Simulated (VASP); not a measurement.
Data:

```xyz
4
Lattice="4.0403 0.0000 0.0000 0.0000 4.0403 0.0000 0.0000 0.0000 5.3682" Properties=species:S:1:pos:R:3 pbc="T T T"
Pb     2.0201     4.0403     4.1733
Pb     0.0000     2.0201     1.1949
O      2.0201     2.0201     0.0000
O      0.0000     0.0000     0.0000
```

All values below come from AM05 GGA, VASP's PBE PAW potentials (set 64) (plane waves; VASP 6.6.1). Settings: 520 eV cut-off, 6×6×4 Γ-centred mesh, Gaussian smearing of 0.050 eV, potentials Pb_d O.

Without a dispersion term in the relaxation, distances and binding between the weakly bound layers, chains or molecules are unreliable, and so is what depends on them.

### Question
The ions and cell shape at fixed volume are relaxed. Give the cell that the relaxation ends in.

### Answer

```xyz
4
Lattice="3.9997 0.0000 0.0000 0.0000 3.9997 0.0000 0.0000 0.0000 5.4778" Properties=species:S:1:pos:R:3 pbc="T T T"
Pb     1.9998     0.0000     4.2924
Pb     0.0000     1.9998     1.1854
O      1.9998     1.9998     5.4778
O      0.0000     0.0000     0.0000
```
Space group P4/nmm (129), at a tolerance of 0.03 Å.

### Question
How much energy does the relaxation gain?

### Answer
The energy (σ→0) changes by -4.1 meV/atom, in 7 ionic steps.

The compound is PbO in the litharge structure. This cell is one point of a volume scan, at 1.03 of the reference volume. Symmetry was kept, so distortions that lower it aren't found.
